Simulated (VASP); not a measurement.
Calculation: RPBE GGA, VASP's PBE PAW potentials (set 64) (plane waves; VASP).

A VASP calculation is set up with these files.

File POSCAR:
```
CoSi2
1.0
  0.0000000000   2.6919294283   2.6919294283
  2.6919294283   0.0000000000   2.6919294283
  2.6919294283   2.6919294283   0.0000000000
Co Si
1 2
direct
  0.0000000000   0.0000000000   0.0000000000
  0.2500000000   0.2500000000   0.2500000000
  0.7500000000   0.7500000000   0.7500000000
```

INCAR:
```
ALGO = Normal
EDIFF = 1E-6
EDIFFG = -0.02
ENCUT = 520
GGA = RP
IBRION = 2
ISIF = 3
ISMEAR = 1
LASPH = .True.
LCHARG = .False.
LMAXMIX = 4
LREAL = .False.
LWAVE = .False.
NELM = 100
NSW = 60
PREC = Accurate
SIGMA = 0.1
SYSTEM = CoSi2
```

File KPOINTS:
```
Automatic
0
gamma
9 9 9
```

POTCAR, in this order: Co Si (PBE.64 set). Program: vasp_std.

**Question.** Predict the energy per atom (σ→0), band gap (on the k-mesh).

**Answer.** 
- energy per atom (σ→0): -6.036 eV/atom
- band gap (on the k-mesh): none (metal, semimetal or under 0.01 eV)

**OSZICAR**
```
...
DAV:   7    -0.180991501938E+02    0.51830E+01   -0.17280E+01  1116   0.108E+02    0.383E+00
DAV:   8    -0.181423780327E+02   -0.43228E-01   -0.11882E+00  1052   0.951E+00    0.203E+00
DAV:   9    -0.181061807262E+02    0.36197E-01   -0.12604E-01  1064   0.754E+00    0.475E-01
DAV:  10    -0.181068321853E+02   -0.65146E-03   -0.69374E-03  1020   0.102E+00    0.813E-02
DAV:  11    -0.181068191151E+02    0.13070E-04   -0.45829E-04  1244   0.401E-01    0.376E-02
DAV:  12    -0.181068742090E+02   -0.55094E-04   -0.13251E-04   888   0.983E-02    0.304E-02
DAV:  13    -0.181068749087E+02   -0.69979E-06   -0.31028E-06  1068   0.154E-02
   1 F= -.18106875E+02 E0= -.18106709E+02  d E =-.181069E+02
```

The compound is CoSi2 in the fluorite structure. It was relaxed first. The start is the result of an earlier pass. The run is not spin-polarised, so no magnetic state was tried. The electron count is odd and the run is not spin-polarised, which forces a metal.
